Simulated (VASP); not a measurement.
# Aluminum: the relaxed cell at several levels of theory, part 2 of 2

Aim: relax Aluminum at several levels of theory and compare the cells. The starting structure is a measured crystal structure from the Crystallography Open Database. The first relaxation on each setting starts from this cell expanded by 3 % in volume.

VASP 6.6.1.

Results so far: PBEsol 16.19 Å³ an atom; LDA 15.82 Å³ an atom; PBE 16.49 Å³ an atom; PBEsol + D3(BJ) 15.56 Å³ an atom; r2SCAN 15.84 Å³ an atom.

## (7) Relaxation with r2SCAN + rVV10

Level of this step: r2SCAN with rVV10; plane waves and PAW (Al) (VASP).

rVV10 adds a nonlocal correlation energy for dispersion. This run starts from the cell of an earlier relaxation, which isn't shown; the restart sets up the plane waves anew.

Contents of INCAR:

```
SYSTEM = Al
PREC = Accurate
ENCUT = 450
EDIFF = 1E-06
NELM = 100
ISMEAR = 1
SIGMA = 0.15
LREAL = .FALSE.
ALGO = Normal
METAGGA = R2SCAN
LUSE_VDW = .TRUE.
IVDW_NL = 2
BPARAM = 11.95
CPARAM = 0.0093
LASPH = .TRUE.
NBANDS = 7
LORBIT = 11
LWAVE = .FALSE.
LCHARG = .FALSE.
KPAR = 4
IBRION = 2
NSW = 50
ISIF = 3
EDIFFG = -0.006
```

Contents of POSCAR:

```
Al
1.0
    0.0000000000      1.9912157112      1.9912157112
    1.9912157112      0.0000000000      1.9912157112
    1.9912157112      1.9912157112      0.0000000000
Al
1
Direct
    0.0000000000      0.0000000000      0.0000000000
```

Contents of KPOINTS:

```
Automatic mesh
0
Gamma
18 18 18
0 0 0
```

Potentials, in the order of the species: Al (PBE family, release 64).

Run with:

```sh
> mpirun -np 4 vasp_std
```

What it wrote:

```text
[banner, memory and clock lines left out]
running    4 mpi-ranks, on    1 nodes
[...]
|                                                                             |
|               ----> ADVICE to this user running VASP <----                  |
|                                                                             |
|     You have switched on vdW-DFT.                                           |
|     This routine was written and supplied by Jiri Klimes. We recommend      |
|     that you carefully read and cite the following publications:            |
|       J. Klimes, D.R. Bowler, A. Michelides                                 |
|          J. Phys.: Cond Matt. 22 022201 (2010)                              |
|       J. Klimes, D.R. Bowler, A. Michelides                                 |
|          Phys. Rev. B. 83, 195131 (2011)                                    |
|     and references therein.                                                 |
|                                                                             |

[...]
DAV:   9    -0.667014849936E+01    0.74930E-04   -0.26650E-05  3703   0.367E-02    0.462E-02
Total rVV10 correction in eV:      0.0658235     5.1796814
Total rVV10 correction in eV:      0.0658235     5.1796814
Total rVV10 correction in eV:      0.0658235     5.1796814
Total rVV10 correction in eV:      0.0658235     5.1796814
DAV:  10    -0.667016535893E+01   -0.16860E-04   -0.60277E-07  4179   0.444E-03    0.341E-03
Total rVV10 correction in eV:      0.0658231     5.1796814
Total rVV10 correction in eV:      0.0658231     5.1796814
Total rVV10 correction in eV:      0.0658231     5.1796814
Total rVV10 correction in eV:      0.0658231     5.1796814
DAV:  11    -0.667016546067E+01   -0.10174E-06   -0.46927E-09  2072   0.533E-04
Total rVV10 correction in eV:      0.0658233     5.1796814
Total rVV10 correction in eV:      0.0658233     5.1796814
Total rVV10 correction in eV:      0.0658233     5.1796814
Total rVV10 correction in eV:      0.0658233     5.1796814
Total rVV10 correction in eV:      0.0658233     5.1796814
Total rVV10 correction in eV:      0.0658233     5.1796814
Total rVV10 correction in eV:      0.0658233     5.1796814
Total rVV10 correction in eV:      0.0658233     5.1796814
   1 F= -.66701655E+01 E0= -.66699124E+01  d E =-.667017E+01
[...]
reached required accuracy - stopping structural energy minimisation
```

It took 16 s on 4 MPI ranks of Intel Xeon 6975P-C (Granite Rapids), shared host; peak memory 0.66 GiB; 61 s of CPU time.

OUTCAR, selected parts (step 7):

```text
  Total        0.0037061      0.0037061      0.0037061     -0.0000000      0.0000000      0.0000000
  in kB        0.3760501      0.3760501      0.3760501     -0.0000000      0.0000000      0.0000000
  external PRESSURE =       0.3760501 kB  Pullay stress =       0.0000000 kB

  FREE ENERGIE OF THE ION-ELECTRON SYSTEM (eV)
  ---------------------------------------------------
  free  energy   TOTEN  =        -6.6701654607 eV

  energy  without entropy=       -6.6694062009  energy(sigma->0) =       -6.66991237

[... 3 parts as in an earlier step ...]

[... 2 further parts left out ...]
[key lines of the parts left out:]
E-fermi :   8.4799
```

With r2SCAN + rVV10 the relaxed cell holds 15.790 Å³ an atom, -4.89 % against the measured cell, with a = 3.982 Å. That is -2.48 % from PBEsol. Pressures at 0.985 and 1.015 times this volume, from two more relaxations that aren't shown, give a bulk modulus of 93.9 GPa.

## (8) Relaxation with rev-vdW-DF2

rev-vdW-DF2 revises the exchange of vdW-DF2 for solids. This run starts from the cell of an earlier relaxation, which isn't shown; the restart sets up the plane waves anew.

INCAR, as its differences from that of step 7:

```diff
@@ -9,7 +9,8 @@
 ALGO = Normal
-METAGGA = R2SCAN
+GGA = MK
+AGGAC = 0
 LUSE_VDW = .TRUE.
-IVDW_NL = 2
-BPARAM = 11.95
-CPARAM = 0.0093
+PARAM1 = 0.1234
+PARAM2 = 0.711357
+ZAB_VDW = -1.8867
 LASPH = .TRUE.
```

Contents of POSCAR:

```
Al
1.0
    0.0000000000      2.0189631206      2.0189631206
    2.0189631206      0.0000000000      2.0189631206
    2.0189631206      2.0189631206      0.0000000000
Al
1
Direct
    0.0000000000      0.0000000000      0.0000000000
```

KPOINTS is that of step 7.

Run with:

```sh
> mpirun -np 4 vasp_std
```

What it wrote:

```text
[banner, memory and clock lines left out]
running    4 mpi-ranks, on    1 nodes
[...]
[... a notice as in an earlier step ...]

 [... a notice as in an earlier step ...]

 LDA part: xc-table for (Slater+PW92), standard interpolation
 POSCAR, INCAR and KPOINTS ok, starting setup
[...]
entering main loop
       N       E                     dE             d eps       ncg     rms          rms(c)
DAV:   1    -0.130444097368E+01   -0.13044E+01   -0.76732E+02  2793   0.198E+02
DAV:   2    -0.263327452009E+01   -0.13288E+01   -0.12913E+01  3710   0.199E+01
DAV:   3    -0.264198691222E+01   -0.87124E-02   -0.87028E-02  3759   0.176E+00
DAV:   4    -0.264200785750E+01   -0.20945E-04   -0.20945E-04  4109   0.699E-02
DAV:   5    -0.264200787885E+01   -0.21350E-07   -0.21522E-07  3843   0.174E-03    0.110E+00
DAV:   6    -0.263499839423E+01    0.70095E-02   -0.14201E-03  3563   0.237E-01    0.659E-01
DAV:   7    -0.262996380492E+01    0.50346E-02   -0.38508E-03  3283   0.400E-01    0.117E-01
DAV:   8    -0.262997689576E+01   -0.13091E-04   -0.28247E-05  4452   0.380E-02    0.188E-02
DAV:   9    -0.262997740986E+01   -0.51411E-06   -0.37265E-07  3591   0.389E-03
   1 F= -.26299774E+01 E0= -.26296465E+01  d E =-.262998E+01
[...]
reached required accuracy - stopping structural energy minimisation
```

Run time: 8.2 s. Hardware: 4 MPI ranks; peak memory 0.85 GiB; 30 s of CPU time.

OUTCAR, selected parts (step 8):

```text
  Total        0.0003512      0.0003512      0.0003512     -0.0000000     -0.0000000      0.0000000
  in kB        0.0341881      0.0341881      0.0341881     -0.0000000     -0.0000000      0.0000000
  external PRESSURE =       0.0341881 kB  Pullay stress =       0.0000000 kB

  FREE ENERGIE OF THE ION-ELECTRON SYSTEM (eV)
  ---------------------------------------------------
  free  energy   TOTEN  =        -2.6299774099 eV

  energy  without entropy=       -2.6289846788  energy(sigma->0) =       -2.62964650

[... 3 parts as in an earlier step ...]

[... 2 further parts left out ...]
[key lines of the parts left out:]
E-fermi :   7.9812
```

With rev-vdW-DF2 the relaxed cell holds 16.459 Å³ an atom, -0.86 % against the measured cell, with a = 4.038 Å. That is +1.65 % from PBEsol. Pressures at 0.985 and 1.015 times this volume, from two more relaxations that aren't shown, give a bulk modulus of 74.4 GPa.

## (9) Relaxation with PBEsol + D4

D4 lets the coefficients depend on atomic charges too. This run starts from the cell of an earlier relaxation, which isn't shown; the restart sets up the plane waves anew.

INCAR, as its differences from that of step 8:

```diff
@@ -9,9 +9,4 @@
 ALGO = Normal
-GGA = MK
-AGGAC = 0
-LUSE_VDW = .TRUE.
-PARAM1 = 0.1234
-PARAM2 = 0.711357
-ZAB_VDW = -1.8867
-LASPH = .TRUE.
+GGA = PS
+IVDW = 13
 NBANDS = 7
```

Contents of POSCAR:

```
Al
1.0
    0.0000000000      1.9923245247      1.9923245247
    1.9923245247      0.0000000000      1.9923245247
    1.9923245247      1.9923245247      0.0000000000
Al
1
Direct
    0.0000000000      0.0000000000      0.0000000000
```

KPOINTS is that of step 8.

Run with:

```sh
> mpirun -np 4 vasp_std
```

What it wrote:

```text
[... set-up lines as in an earlier step ...]
 entering main loop
       N       E                     dE             d eps       ncg     rms          rms(c)
DAV:   1    -0.272525427533E+01   -0.27253E+01   -0.80847E+02  2772   0.202E+02
DAV:   2    -0.410821710208E+01   -0.13830E+01   -0.13616E+01  3612   0.208E+01
DAV:   3    -0.411643439607E+01   -0.82173E-02   -0.82034E-02  3780   0.177E+00
DAV:   4    -0.411645065685E+01   -0.16261E-04   -0.16261E-04  4102   0.670E-02
DAV:   5    -0.411645066959E+01   -0.12735E-07   -0.12741E-07  3829   0.133E-03    0.147E+00
DAV:   6    -0.409898308698E+01    0.17468E-01   -0.19743E-03  3654   0.212E-01    0.836E-01
DAV:   7    -0.408717315035E+01    0.11810E-01   -0.54359E-03  3493   0.339E-01    0.178E-01
DAV:   8    -0.408715743854E+01    0.15712E-04   -0.22272E-05  4249   0.358E-02    0.147E-02
DAV:   9    -0.408715671755E+01    0.72098E-06   -0.32773E-07  3654   0.294E-03
   1 F= -.42953931E+01 E0= -.42950065E+01  d E =-.429539E+01
[...]
reached required accuracy - stopping structural energy minimisation
```

Elapsed: 2.4 s, on 4 MPI ranks; peak memory 0.48 GiB; 7.4 s of CPU time.

From OUTCAR (step 9):

```text
  Edisp (eV):   -0.20824

  Total       0.00053     0.00053     0.00053     0.00000     0.00000    -0.00000
  in kB       0.05346     0.05346     0.05346     0.00000     0.00000    -0.00000
  external pressure =        0.05 kB  Pullay stress =        0.00 kB

  FREE ENERGIE OF THE ION-ELECTRON SYSTEM (eV)
  ---------------------------------------------------
  free  energy   TOTEN  =        -4.2953930928 eV

  energy  without entropy=       -4.2942334083  energy(sigma->0) =       -4.29500653

[... 3 parts as in an earlier step ...]

[... 2 further parts left out ...]
[key lines of the parts left out:]
E-fermi :   8.3910
```

With PBEsol + D4 the relaxed cell holds 15.816 Å³ an atom, -4.74 % against the measured cell, with a = 3.985 Å. That is -2.32 % from PBEsol. Pressures at 0.985 and 1.015 times this volume, from two more relaxations that aren't shown, give a bulk modulus of 86.1 GPa.

## (10) The runs compared

```tsv
level	volume (Å³/atom)	against the measured cell (%)	a (Å)	bulk modulus (GPa)	pressure left (GPa)	core minutes
PBEsol	16.192	-2.47	4.016	80.8	0.0	0.48
LDA	15.817	-4.73	3.9847	82.6	0.01	0.427
PBE	16.492	-0.67	4.0406	76.7	0.0	0.52
PBEsol + D3(BJ)	15.558	-6.29	3.9628	89.7	0.01	0.44
r2SCAN	15.838	-4.61	3.9865	93.0	0.04	1.72
r2SCAN + rVV10	15.79	-4.89	3.9824	93.9	0.04	3.52
rev-vdW-DF2	16.459	-0.86	4.0379	74.4	0.0	2.01
PBEsol + D4	15.816	-4.74	3.9846	86.1	0.01	0.467
```

Core minutes are wall time times ranks, summed over the relaxations behind a row (those for a bulk modulus apart), on shared hosts.

## (11) Results

| Quantity | Value |
| --- | --- |
| volume, PBEsol | 16.19 Å³/atom |
| volume, LDA | 15.82 Å³/atom |
| volume, PBE | 16.49 Å³/atom |
| volume, PBEsol + D3(BJ) | 15.56 Å³/atom |
| volume, r2SCAN | 15.84 Å³/atom |
| volume, r2SCAN + rVV10 | 15.79 Å³/atom |
| volume, rev-vdW-DF2 | 16.46 Å³/atom |
| volume, PBEsol + D4 | 15.82 Å³/atom |

**Reading.** Across 8 levels the volume of Aluminum spans 6.0 %, from 15.56 Å³ an atom (PBEsol + D3(BJ)) to 16.49 Å³ (PBE). Against the measured volume of the starting structure, PBE comes nearest (-0.7 %) and PBEsol + D3(BJ) lies farthest (-6.3 %). The measured cell holds zero-point expansion and, unless it was taken cold, thermal expansion, which the runs lack, so small differences decide nothing. Adding D3(BJ) to PBEsol changes the volume by -3.9 %. Adding rVV10 to r2SCAN changes the volume by -0.3 %. Adding D4 to PBEsol changes the volume by -2.3 %. The bulk modulus goes from 74.4 GPa (rev-vdW-DF2) to 93.9 GPa (r2SCAN + rVV10). LASPH is on in some of these runs and off in others, which adds a little to the differences. All runs keep the symmetry of the start, so they can't find a distortion of lower symmetry. Further runs on this material are not shown.

[Lines on the potential files, build, host, timing and source positions are cut from VASP's logs without a mark.]

[Logs are printed without paths, hosts, clocks, repeated set-up lines and the standing remarks that a program may print on its own settings, such as how far it seeks lower states.]

[Hosts, paths, dates, database ids (printed as entryN), source tags and the programs' standing remarks are cut or masked in the printed files.]
